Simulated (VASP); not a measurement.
Output of a VASP run:

**OSZICAR**
```
       N       E                     dE             d eps       ncg     rms          rms(c)
DAV:   1     0.334048247325E+03    0.33405E+03   -0.18352E+04  1000   0.150E+03
DAV:   2    -0.307004080545E+01   -0.33712E+03   -0.33019E+03  1118   0.404E+02
DAV:   3    -0.316958215881E+02   -0.28626E+02   -0.27545E+02  1466   0.101E+02
DAV:   4    -0.326440735546E+02   -0.94825E+00   -0.92200E+00  1199   0.183E+01
DAV:   5    -0.326714210645E+02   -0.27348E-01   -0.27328E-01  1435   0.325E+00    0.217E+01
DAV:   6    -0.309081833410E+02    0.17632E+01   -0.22280E+01  1408   0.331E+01    0.142E+01
DAV:   7    -0.304241797873E+02    0.48400E+00   -0.29874E+01  1432   0.330E+01    0.102E+01
DAV:   8    -0.296693828673E+02    0.75480E+00   -0.16574E+00  1407   0.998E+00    0.459E+00
DAV:   9    -0.295755847828E+02    0.93798E-01   -0.20000E+00  1478   0.763E+00    0.232E+00
DAV:  10    -0.295208338024E+02    0.54751E-01   -0.33485E-01  1431   0.393E+00    0.324E-01
DAV:  11    -0.295233777273E+02   -0.25439E-02   -0.63460E-03  1326   0.596E-01    0.509E-01
DAV:  12    -0.295211819154E+02    0.21958E-02   -0.14396E-02  1497   0.706E-01    0.104E-01
DAV:  13    -0.295211563266E+02    0.25589E-04   -0.19475E-04  1112   0.100E-01    0.620E-02
DAV:  14    -0.295211516472E+02    0.46793E-05   -0.28769E-05  1298   0.372E-02    0.499E-02
DAV:  15    -0.295211324018E+02    0.19245E-04   -0.91654E-05  1500   0.614E-02    0.572E-03
DAV:  16    -0.295211327175E+02   -0.31573E-06   -0.13803E-06   730   0.816E-03
   1 F= -.29521133E+02 E0= -.29520963E+02  d E =-.507816E-03
```

File OUTCAR:
```
------------------------ aborting loop because EDIFF is reached ----------------------------------------
  FORCE on cell =-STRESS in cart. coord.  units (eV):
  Direction    XX          YY          ZZ          XY          YZ          ZX
  --------------------------------------------------------------------------------------
  Total        1.8047142      1.8047142      1.8047142      0.0000000      0.0000000     -0.0000000
  in kB       48.0021650     48.0021650     48.0021650      0.0000000      0.0000000     -0.0000000
  external PRESSURE =      48.0021650 kB  Pullay stress =       0.0000000 kB
  volume of cell :       60.24
      direct lattice vectors                 reciprocal lattice vectors
     3.920000000  0.000000000  0.000000000     0.255102041  0.000000000  0.000000000
     0.000000000  3.920000000  0.000000000     0.000000000  0.255102041  0.000000000
     0.000000000  0.000000000  3.920000000     0.000000000  0.000000000  0.255102041
 POSITION                                       TOTAL-FORCE (eV/Angst)
 -----------------------------------------------------------------------------------
      0.00000      0.00000      0.00000         0.000000      0.000000      0.000000
      0.00000      1.96000      1.96000         0.000000      0.000000      0.000000
      1.96000      0.00000      1.96000         0.000000      0.000000      0.000000
      1.96000      1.96000      0.00000         0.000000      0.000000      0.000000
 -----------------------------------------------------------------------------------
    total drift:                                0.000000      0.000000      0.000000
  FREE ENERGIE OF THE ION-ELECTRON SYSTEM (eV)
  ---------------------------------------------------
  free  energy   TOTEN  =       -29.5211327175 eV

  energy  without entropy=      -29.5206249018  energy(sigma->0) =      -29.52096345
```
(Selected blocks of OUTCAR.)

File POSCAR:
```
Pt3Ti
1
    3.9200000000     0.0000000000     0.0000000000
    0.0000000000     3.9200000000     0.0000000000
    0.0000000000     0.0000000000     3.9200000000
Ti Pt
1 3
Direct
  0.0000000000   0.0000000000   0.0000000000
  0.0000000000   0.5000000000   0.5000000000
  0.5000000000   0.0000000000   0.5000000000
  0.5000000000   0.5000000000   0.0000000000
```

Q: Reconstruct the remaining input files.

A: One answer among several that fit: the input of the run itself, PBE GGA, plane waves, VASP's PBE PAW potentials (set 64).

**KPOINTS**
```
Automatic mesh
0
Gamma
7 7 7
0 0 0
```

INCAR:
```
SYSTEM=Pt3Ti
PREC=Accurate; ENCUT=400; LREAL=.FALSE.
LASPH=.TRUE.
EDIFF=1E-6; NELM=100; ALGO=Normal
LMAXMIX=6
ISMEAR=1; SIGMA=0.1
GGA=PE
ISIF=2
LWAVE=.FALSE.; LCHARG=.FALSE.
```

POTCAR, in this order: Ti_sv Pt (PBE.64 set). Program: vasp_std.

The compound is Pt3Ti in the L1_2 structure. The cell was not relaxed at this level.
